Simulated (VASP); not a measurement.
## Lattice constant a of fcc metals: measurement against LDA

Computed values from VASP (plane waves, PAW); cells keep the symmetry of their structure type. Static lattice, each level at its own minimum.

Here x stands for LDA a and y for measured a.

```csv
solid,LDA a (Å),measured a (Å),cut-off (eV),basis of the measured value
Cu,3.525,?,520,"0 K, zero-point corrected"
Rh,3.757,3.794,520,"0 K, zero-point corrected"
Ir,3.820,3.831,520,"0 K, zero-point corrected"
Pd,3.842,3.876,520,"0 K, zero-point corrected"
Pt,3.897,3.913,520,"0 K, zero-point corrected"
Al,3.985,4.018,520,"0 K, zero-point corrected"
Ag,4.003,4.062,520,"0 K, zero-point corrected"
Ca,5.334,5.553,520,"0 K, zero-point corrected"
```

### Question
Using a straight line, estimate the missing y at x = 3.525 from the other rows, showing the fit.

### Answer
With u = x - 4.1, the rows have u = -0.3430, -0.2800, -0.2580, -0.2030, -0.1150, -0.0970, 1.2340. Means: u -0.0088571, y 4.1496. About the means, the sum of products is 2.0852 and the sum of squares of u is 1.8487; the slope is their ratio. Least squares gives y = 4.1596 + 1.12796·u. Residuals (row less fit): 0.0213, -0.0128, 0.0074, -0.0176, -0.0119, 0.0118, 0.0015; standard error 0.0159 (degrees of freedom: 5). The slope is 1.13 with a standard error of 0.012. Before the fit, LDA less measured has mean -0.0584, mean absolute 0.0584 and median absolute 0.0340 Å over these 7 rows. At the withheld row, u = -0.5750, so y = 4.1596 + 1.12796 × (-0.5750) = 3.5110 Å. The measured value is 3.595 Å, 0.0840 Å above the prediction (4.3 % of the range of y in the table). The row lies outside the fitted rows, so this is an extrapolation. From the scatter of the fitted rows alone, a prediction at this place has a standard error of 0.0182 Å, so the miss is 4.6 times that.

Plain LDA misses this row by -0.070 Å. The rows are a random draw of 8 from the 8 solids that have both values on this basis (zero-point corrected by the source), of 8 computed in this series. Not drawn: V to Ni and open 4f shells, rows kept for tests, unfit runs, cells that left their space group, values derived or compiled from fits, values whose temperature is given only as extrapolated, encyclopaedia, home-page and unnamed sources, sources from 2025 on. Measured values as quoted by these papers, many of them computational: Cu Gábor I. Csonka et al., Physical Review B (2009), arXiv:0903.4037; Rh Daniel Mejia-Rodriguez et al., Physical Review B (2018), arXiv:1807.09216; Ir Daniel Mejia-Rodriguez et al., Physical Review B (2018), arXiv:1807.09216; Pd Daniel Mejia-Rodriguez et al., Physical Review B (2018), arXiv:1807.09216; Pt Daniel Mejia-Rodriguez et al., Physical Review B (2018), arXiv:1807.09216; Al Daniel Mejia-Rodriguez et al., Physical Review B (2018), arXiv:1807.09216; Ag Daniel Mejia-Rodriguez et al., Physical Review B (2018), arXiv:1807.09216; Ca Gábor I. Csonka et al., Physical Review B (2009), arXiv:0903.4037.
